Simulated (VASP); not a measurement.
**HfMg6Ti: equation of state with PBE**

HfMg6Ti:

```
CELL_PARAMETERS angstrom
4.97155 0.00000 0.00000
0.00000 3.13281 5.60134
0.00000 -3.13281 5.60134
ATOMIC_POSITIONS crystal
Hf 0.50000 0.68000 0.68000
Ti 0.00000 0.81854 0.81854
Mg 0.50000 0.16688 0.16688
Mg 0.50000 0.16205 0.67936
Mg 0.50000 0.67936 0.16205
Mg 0.00000 0.33207 0.33207
Mg 0.00000 0.33719 0.82391
Mg 0.00000 0.82391 0.33719
```

The cell comes from a database or a generator and needn't be the stable form of this composition.

```json
{
 "Program": "VASP 6.6.1",
 "Task": "equation of state",
 "Functional": "PBE",
 "Potentials or basis": "VASP PAW PBE potentials, release 64 (Hf_pv, Ti_sv, Mg)",
 "Cutoff": "520 eV",
 "k mesh": "6 × 5 × 5",
 "Occupations": "fermi-dirac, width 0.05 eV",
 "Spin": "no spin polarisation"
}
```

- Equilibrium volume: 21.64 Å³/atom
- Bulk modulus at fixed shape and positions: 53 GPa
- Pressure derivative of the bulk modulus: 3.8

Energy against volume, from the lowest point:
```tsv
volume (Å³/atom)	energy (meV/atom)
20.502	10.56
20.938	3.76
21.374	0.35
21.810	0.00
22.246	2.44
22.683	7.41
23.119	14.68
```

All runs of the series together: 27 min on 1 thread of Intel(R) Xeon(R) Platinum 8259CL CPU @ 2.50GHz (Skylake/Cascade Lake) (shared host).

Caveat: the cell was scaled at fixed shape and fractional positions, which overstates the stiffness of a crystal with free parameters, most of all of layers and chains. The run has no spin-orbit coupling, so splittings on Hf are missing.
